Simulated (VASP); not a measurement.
Consider the following.

```xyz
3
Lattice="0.0000 2.7479 2.7479 2.7479 0.0000 2.7479 2.7479 2.7479 0.0000" Properties=species:S:1:pos:R:3 pbc="T T T"
Ca     0.0000     0.0000     0.0000
F      1.3740     1.3740     1.3740
F      4.1219     4.1219     4.1219
```

Level of theory: PBE GGA with D4 dispersion, VASP's PBE PAW potentials (set 64) (plane waves; VASP). Numerical set-up: 520 eV cut-off, 7×7×7 Γ-centred mesh, Gaussian smearing of 0.050 eV, potentials Ca_sv F.

Q: Give the energy at these volumes per atom, relative to the lowest: 12.95, 13.36, 13.77, 14.19, 14.60 Å³.

A: 16.1, 4.4, 0.0, 2.2, 9.6 meV/atom. A third-order Birch-Murnaghan fit gives B0 = 80.2 GPa and B0′ = 4.5.

Measured: bulk modulus 83.0 GPa (computed value off by -3.4 %), as given by On the Morphology of Group II Metal Fluoride Nanocrystals at Finite Temperature and Partial Pressure of HF, PMC6154342; a 5.466 Å (computed value off by +0.5 %), as given by M. Råsander et al., The Journal of Chemical Physics (2015), arXiv:1505.02379. The calculation is for a static lattice, while the measured bulk modulus, a hold thermal and zero-point effects, which are part of the difference.

The compound is CaF2 in the fluorite structure. It was relaxed first.
